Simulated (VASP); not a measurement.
Input:

```
SrTe
1.0
    0.00000     3.42221     3.42221
    3.42221     0.00000     3.42221
    3.42221     3.42221     0.00000
Sr Te
1 1
Direct
  0.00000   0.00000   0.00000
  0.50000   0.50000   0.50000
```

Method: vdW-DF2, VASP's PBE PAW potentials (set 64) (plane waves; VASP). Numerical set-up: 520 eV cut-off, Gaussian smearing of 0.050 eV, potentials Sr_sv Te.

Unless said otherwise, spin-orbit coupling is left out, though it shifts the bands of the heavy elements here.

Q: Give the energies of bands 6 to 11 at the high-symmetry points, in eV from the valence-band maximum.

A: 
| band | Γ | X | U | L | W |
|---|---|---|---|---|---|
| 6 | 0.00 | -1.76 | -1.57 | -2.53 | -1.38 |
| 7 | 0.00 | -0.66 | -1.55 | -0.95 | -1.38 |
| 8 | 0.00 | -0.66 | -0.84 | -0.95 | -1.35 |
| 9 | 2.57 | 1.93 | 2.89 | 3.98 | 3.88 |
| 10 | 3.27 | 3.59 | 4.59 | 4.88 | 3.88 |
| 11 | 3.27 | 4.61 | 5.22 | 5.02 | 4.19 |

The gap is indirect, 1.93 eV, from the valence maximum at Γ to the conduction minimum at X.

The compound is SrTe in the rock salt structure. It was relaxed first, which changed the volume by +9 %.
